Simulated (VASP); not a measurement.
```xyz
3
Lattice="0.0000 3.3914 3.3914 3.3914 0.0000 3.3914 3.3914 3.3914 0.0000" Properties=species:S:1:pos:R:3 pbc="T T T"
Sr     0.0000     0.0000     0.0000
Cl     1.6957     1.6957     1.6957
Cl     5.0872     5.0872     5.0872
```

Calculation: PBE GGA, VASP's PBE PAW potentials (set 64) (plane waves; VASP). Run with 500 eV cut-off, 6×6×6 Γ-centred mesh, Gaussian smearing of 0.050 eV, potentials Sr_sv Cl.

Energy and stress use the plane-wave basis of the starting cell.

Problem. The ions, cell shape and volume at an external pressure of 10.0 GPa are relaxed. Which structure does the run end with?

Solution. 
```xyz
3
Lattice="0.0000 3.3048 3.3048 3.3048 0.0000 3.3048 3.3048 3.3048 0.0000" Properties=species:S:1:pos:R:3 pbc="T T T"
Sr     0.0000     0.0000     0.0000
Cl     1.6524     1.6524     1.6524
Cl     4.9572     4.9572     4.9572
```
Space group Fm-3m (225), at a tolerance of 0.03 Å.

Problem. How do energy and volume change from the first to the last step?

Solution. The energy (σ→0) changes by +88.9 meV/atom and the volume by -7.5 %, in 3 ionic steps.

```json
[
 {"step": "1", "E(σ→0) (eV)": "-12.6554", "max force (eV/Å)": "0.000", "pressure (GPa)": "4.97", "volume (Å³)": "78.02"},
 {"step": "2", "E(σ→0) (eV)": "-12.1688", "max force (eV/Å)": "0.000", "pressure (GPa)": "13.46", "volume (Å³)": "69.16"},
 {"step": "3", "E(σ→0) (eV)": "-12.3889", "max force (eV/Å)": "0.000", "pressure (GPa)": "9.99", "volume (Å³)": "72.19"}
]
```

The compound is SrCl2 in the fluorite structure. This run relaxes it under an external pressure of 10 GPa. Symmetry was kept, so distortions that lower it aren't found.
